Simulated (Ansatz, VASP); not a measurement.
## One calculation of ScB2N3, two programs

```
CELL_PARAMETERS angstrom
2.44792 1.41331 3.70137
-2.44792 1.41331 3.70137
0.00000 -2.82662 3.70137
ATOMIC_POSITIONS crystal
Sc 0.50000 0.50000 0.50000
B 0.69489 0.69489 0.69489
B 0.30511 0.30511 0.30511
N 0.50000 0.50000 0.00000
N 0.00000 0.50000 0.50000
N 0.50000 0.00000 0.50000
```

Alike in both runs: functional PBE; k mesh 6 × 6 × 6; occupations gaussian, width 0.1 eV; no spin polarisation.

Ansatz relaxed the structure, and its values are those at the end. VASP's run is a single point on that final structure, the one shown.

|  | VASP | Ansatz |
| --- | --- | --- |
| version | VASP 6.6.1 | Ansatz 0.2.0 |
| potentials or method | VASP PAW PBE potentials, release 64 (Sc_sv, B, N) | scalar-relativistic, plane waves, PAW |
| plane-wave cutoff (eV) | 520 | 420 |
| valence electrons in the cell | 32 | 32 |

```tsv
	VASP	Ansatz	Ansatz less VASP
gap on the k mesh at the Fermi level (eV)	none	none	-
pressure (GPa)	0.4	0.1	-0.26
rms of the force components (eV/Å)	0.008	0.000	-0.0080
```

A gap of «none» marks a metal or a gap that the smearing closes. With one functional, cell and mesh, what is left measures potentials, basis and numerics.
